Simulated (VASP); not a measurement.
The system is MnS.

```
CELL_PARAMETERS angstrom
2.61225 2.61225 5.22450
2.61225 -2.61225 0.00000
2.61225 2.61225 0.00000
ATOMIC_POSITIONS crystal
Mn 0.00000 0.00000 0.00000
Mn 0.50000 0.50000 0.00000
S 0.50000 0.00000 0.50000
S 0.00000 0.50000 0.50000
```

Program: VASP 6.6.1. Alike in all runs: task single point; potentials or basis VASP PAW PBE potentials, release 64 (Mn_pv, S); cell as given; k mesh 6 × 6 × 6; cutoff (eV) 520; smearing gaussian 0.05 eV.

Task: Order these runs on this cell by their pressure, lowest first.
A. level PBE+U; spin collinear, antiferromagnetic start; U Mn d U = 3 eV
B. level PBEsol+U; spin collinear, antiferromagnetic start; U Mn d U = 4 eV
C. level PBE; spin collinear, ferrimagnetic start

Result: C (-3.1 GPa), B (-0.9 GPa), A (1.9 GPa).

Caveats: the PAW data sets were made with another functional, which shifts forces and pressure a little (some runs).

Not every run made on this cell is shown here.
